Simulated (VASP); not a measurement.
Consider the following.

```
O2Si
1.0
    4.26537     0.00000     0.00000
    0.00000     4.26537     0.00000
    0.00000     0.00000     2.72587
Si O
2 4
Cartesian
  0.00000   0.00000   0.00000
  2.13269   2.13269   1.36294
  1.30528   1.30528   0.00000
  3.43796   0.82741   1.36294
  0.82741   3.43796   1.36294
  2.96009   2.96009   0.00000
```

Level of theory: r2SCAN meta-GGA, VASP's PBE PAW potentials (set 64) (plane waves; VASP). Numerical set-up: 520 eV cut-off, 5×5×8 Γ-centred mesh, Gaussian smearing of 0.050 eV, potentials Si O.

Q: The ions and cell shape at fixed volume are relaxed. Which structure does the run end with?

A: 
```
O2Si
1.0
    4.28841     0.00000     0.00000
    0.00000     4.28841     0.00000
    0.00000     0.00000     2.69666
Si O
2 4
Cartesian
  0.00000   0.00000   0.00000
  2.14421   2.14421   1.34833
  1.32497   1.32497   0.00000
  3.46918   0.81923   1.34833
  0.81923   3.46918   1.34833
  2.96344   2.96344   0.00000
```
Space group P4_2/mnm (136), at a tolerance of 0.03 Å.

Q: How much energy does the relaxation gain?

A: The energy (σ→0) changes by -3.3 meV/atom, in 5 ionic steps.

The compound is SiO2 in the rutile structure, stishovite, a high-pressure form. This cell is one point of a volume scan, at 1.06 of the reference volume. Symmetry was kept, so distortions that lower it aren't found.
